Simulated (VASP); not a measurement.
All values below come from PBE GGA, VASP's PBE PAW potentials (set 64) (plane waves; VASP).

Input for VASP

POSCAR:
```
SnSe2
1
    3.7492490000     0.0000000000     0.0000000000
   -1.8746240000     3.2469450000     0.0000000000
    0.0000000000     0.0000000000     6.3294660000
Sn Se
1 2
Direct
  0.0000000000   0.0000000000   0.0000000000
  0.6666670000   0.3333330000   0.7571000000
  0.3333330000   0.6666670000   0.2429000000
```

INCAR:
```
SYSTEM = SnSe2
PREC = Accurate; ENCUT = 300; LREAL = .FALSE.
LASPH = .TRUE.
EDIFF = 1E-6; NELM = 100; ALGO = Normal
LMAXMIX = 4
ISMEAR = 0; SIGMA = 0.01
GGA = PE
ISIF = 2
LWAVE = .FALSE.; LCHARG = .FALSE.
```

KPOINTS:
```
Automatic mesh
0
Gamma
  7 7 4
0 0 0
```

POTCAR, in this order: Sn_d Se (PBE.64 set). Program: vasp_std.

The run wrote:

### OUTCAR
```
 ion  position               nearest neighbor table
   1  0.000  0.000  0.000-   2 2.66   3 2.66   3 2.66   2 2.66   2 2.66   3 2.66
   2  0.667  0.333  0.757-   1 2.66   1 2.66   1 2.66
   3  0.333  0.667  0.243-   1 2.66   1 2.66   1 2.66
  LATTYP: Found a hexagonal cell.
 ALAT       =     3.7492490000
 C/A-ratio  =     1.6881956893
 Subroutine PRICEL returns:
 Original cell was already a primitive cell.
 Subroutine GETGRP returns: Found 12 space group operations
The static configuration has the point symmetry D_3d.
The dynamic configuration has the point symmetry D_3d.
 Subroutine INISYM returns: Found 12 space group operations
 Subroutine IBZKPT returns following result:
 Found     28 irreducible k-points:

 Following reciprocal coordinates:
            Coordinates               Weight
  0.000000  0.000000  0.000000      1.000000
  0.142857  0.000000  0.000000      6.000000
  0.285714  0.000000  0.000000      6.000000
  0.428571  0.000000  0.000000      6.000000
  0.142857  0.142857  0.000000      6.000000
  0.285714  0.142857  0.000000     12.000000
  0.428571  0.142857  0.000000      6.000000
  0.285714  0.285714  0.000000      6.000000
  0.000000  0.000000  0.250000      2.000000
  0.142857  0.000000  0.250000      6.000000
  0.000000  0.142857  0.250000      6.000000
  0.285714  0.000000  0.250000      6.000000
  0.000000  0.285714  0.250000      6.000000
  0.428571  0.000000  0.250000      6.000000
  0.000000  0.428571  0.250000      6.000000
  0.142857  0.142857  0.250000     12.000000
  0.285714  0.142857  0.250000     12.000000
 -0.142857  0.428571  0.250000     12.000000
  0.428571  0.142857  0.250000     12.000000
  0.285714  0.285714  0.250000     12.000000
  0.000000  0.000000  0.500000      1.000000
  0.142857  0.000000  0.500000      6.000000
...
```

OSZICAR:
```
       N       E                     dE             d eps       ncg     rms          rms(c)
DAV:   1     0.160172872750E+03    0.16017E+03   -0.95014E+03   968   0.122E+03
DAV:   2     0.209413007363E+01   -0.15808E+03   -0.15592E+03  1142   0.302E+02
DAV:   3    -0.116042197030E+02   -0.13698E+02   -0.13432E+02  1105   0.983E+01
DAV:   4    -0.119490358880E+02   -0.34482E+00   -0.34449E+00  1210   0.171E+01
DAV:   5    -0.119562020599E+02   -0.71662E-02   -0.71658E-02  1335   0.224E+00    0.546E+00
DAV:   6    -0.117037778031E+02    0.25242E+00   -0.55816E-01  1411   0.848E+00    0.355E+00
DAV:   7    -0.116787527433E+02    0.25025E-01   -0.18419E-01  1213   0.310E+00    0.972E-01
DAV:   8    -0.116781437757E+02    0.60897E-03   -0.14408E-02  1185   0.134E+00    0.290E-01
DAV:   9    -0.116785767333E+02   -0.43296E-03   -0.15647E-03  1133   0.286E-01    0.826E-02
DAV:  10    -0.116785833241E+02   -0.65909E-05   -0.12222E-04  1330   0.988E-02    0.321E-02
DAV:  11    -0.116786144415E+02   -0.31117E-04   -0.49682E-05  1055   0.422E-02    0.671E-03
DAV:  12    -0.116786153227E+02   -0.88123E-06   -0.16792E-06  1069   0.109E-02
   1 F= -.11678615E+02 E0= -.11678615E+02  d E =-.389757E-34
```

### OUTCAR
```
------------------------ aborting loop because EDIFF is reached ----------------------------------------
  FORCE on cell =-STRESS in cart. coord.  units (eV):
  Direction    XX          YY          ZZ          XY          YZ          ZX
  --------------------------------------------------------------------------------------
  Total        3.5888998      3.5889001      3.5313691      0.0000006     -0.0000000      0.0000000
  in kB       74.6252208     74.6252263     73.4289646      0.0000115     -0.0000000      0.0000000
  external PRESSURE =      74.2264706 kB  Pullay stress =       0.0000000 kB
  volume of cell :       77.05
      direct lattice vectors                 reciprocal lattice vectors
     3.749249000  0.000000000  0.000000000     0.266720082  0.153990864  0.000000000
    -1.874624000  3.246945000  0.000000000     0.000000000  0.307981811  0.000000000
     0.000000000  0.000000000  6.329466000     0.000000000  0.000000000  0.157991211
 POSITION                                       TOTAL-FORCE (eV/Angst)
 -----------------------------------------------------------------------------------
      0.00000      0.00000      0.00000        -0.000000      0.000000      0.000000
      1.87463      1.08231      4.79204         0.000000     -0.000000     -0.997768
     -0.00000      2.16463      1.53743        -0.000000      0.000000      0.997768
 -----------------------------------------------------------------------------------
    total drift:                               -0.000000     -0.000000      0.000000
  FREE ENERGIE OF THE ION-ELECTRON SYSTEM (eV)
  ---------------------------------------------------
  free  energy   TOTEN  =       -11.6786153227 eV

  energy  without entropy=      -11.6786153227  energy(sigma->0) =      -11.67861532
```
(Selected blocks of OUTCAR.)

OUTCAR:
```
 val. band max:        4.1422044059   @ k =   0.1429   0.0000   0.2500

 cond. band min:       5.0456181441   @ k =   0.0000   0.4286   0.2500


 Fermi energy:         4.2262081168

 k-point     1 :       0.0000    0.0000    0.0000
  band No.  band energies     occupation
      1     -17.0756      2.00000
      2     -17.0756      2.00000
      3     -17.0273      2.00000
      4     -17.0114      2.00000
      5     -17.0114      2.00000
      6      -9.9864      2.00000
      7      -8.2151      2.00000
      8      -1.9206      2.00000
      9       3.5649      2.00000
     10       3.5649      2.00000
     11       3.8937      2.00000
     12       3.9251      2.00000
     13       3.9251      2.00000
     14       5.5442      0.00000
     15       7.2978      0.00000
     16       8.9431      0.00000
     17       8.9431      0.00000

 k-point     2 :       0.1429    0.0000    0.0000
  band No.  band energies     occupation
      1     -17.0874      2.00000
      2     -17.0672      2.00000
      3     -17.0215      2.00000
      4     -17.0160      2.00000
      5     -17.0100      2.00000
      6      -9.7702      2.00000
      7      -8.0653      2.00000
      8      -1.8873      2.00000
      9       1.8562      2.00000
     10       2.8937      2.00000
     11       2.9103      2.00000
     12       3.9254      2.00000
     13       4.1300      2.00000
     14       6.6282      0.00000
     15       7.9806      0.00000
     16       8.9543      0.00000
     17       9.3686      0.00000

 k-point     3 :       0.2857    0.0000    0.0000
  band No.  band energies     occupation
      1     -17.1171      2.00000
      2     -17.0539      2.00000
      3     -17.0308      2.00000
      4     -17.0005      2.00000
      5     -17.0003      2.00000
      6      -9.1653      2.00000
      7      -7.7362      2.00000
      8      -2.1815      2.00000
      9       0.2423      2.00000
     10       1.5349      2.00000
     11       2.0796      2.00000
...
```

At this cut-off the stress carries a Pulay error, which pulls relaxed volumes low. Unless said otherwise, spin-orbit coupling is left out, though it shifts the bands of the heavy elements here.

The structure comes from a computed database's SnSe2 entry; how it stands against other phases isn't given here. The cell was not relaxed at this level, and its volume differs by -5.9 % from the start's.
